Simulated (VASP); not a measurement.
OSZICAR of a VASP run on C (space group Fd-3m):

OSZICAR:
```
       N       E                     dE             d eps       ncg     rms          rms(c)
DAV:   1     0.120664454344E+02    0.12066E+02   -0.40046E+03  7144   0.330E+02
DAV:   2    -0.213819084697E+02   -0.33448E+02   -0.32160E+02  8912   0.102E+02
DAV:   3    -0.218821786494E+02   -0.50027E+00   -0.49922E+00  8568   0.986E+00
DAV:   4    -0.218823530506E+02   -0.17440E-03   -0.17440E-03  8168   0.211E-01
DAV:   5    -0.218823530993E+02   -0.48743E-07   -0.48741E-07  8576   0.331E-03    0.515E+00
DAV:   6    -0.193803935874E+02    0.25020E+01   -0.20696E-01  7536   0.211E+00    0.425E+00
DAV:   7    -0.222430346910E+02   -0.28626E+01   -0.47580E-01  7968   0.302E+00    0.954E-01
DAV:   8    -0.194037115027E+02    0.28393E+01   -0.22712E-01  7072   0.188E+00    0.113E+00
DAV:   9    -0.195656881215E+02   -0.16198E+00   -0.17079E-02  7560   0.665E-01    0.135E-01
DAV:  10    -0.195802254526E+02   -0.14537E-01   -0.50674E-03  7376   0.377E-01    0.123E-01
DAV:  11    -0.195797283721E+02    0.49708E-03   -0.17669E-04  8520   0.638E-02    0.109E-01
DAV:  12    -0.195810423411E+02   -0.13140E-02   -0.20540E-04  7656   0.739E-02    0.188E-02
DAV:  13    -0.195810850709E+02   -0.42730E-04   -0.78815E-06  8192   0.161E-02    0.102E-02
DAV:  14    -0.195810854080E+02   -0.33711E-06   -0.36374E-08  8152   0.977E-04    0.101E-02
DAV:  15    -0.195810844986E+02    0.90948E-06   -0.23407E-07  7752   0.273E-03    0.872E-03
DAV:  16    -0.195810851305E+02   -0.63198E-06   -0.10098E-07  7712   0.152E-03    0.207E-03
DAV:  17    -0.195810852408E+02   -0.11026E-06   -0.43549E-09  5024   0.389E-04    0.139E-03
DAV:  18    -0.195810853072E+02   -0.66374E-07   -0.18148E-09  3928   0.233E-04
   1 F= -.19581085E+02 E0= -.19581085E+02  d E =-.817927E-60
 imaginary and real dielectric function
```

Q: Which electronic solver shows in the log?

A: It is blocked Davidson (ALGO = Normal, or the opening steps of other solvers). The INCAR had ALGO = Normal.

Q: Can the final energy be trusted as converged?

A: Self-consistency was reached. It stopped with EDIFF = 1E-7, NELM = 100 (r2SCAN+rVV10, plane waves, VASP's PBE PAW potentials (set 64)).

The structure comes from a measured C entry (Fd-3m) of the Crystallography Open Database, whose conditions weren't checked. It was relaxed first.
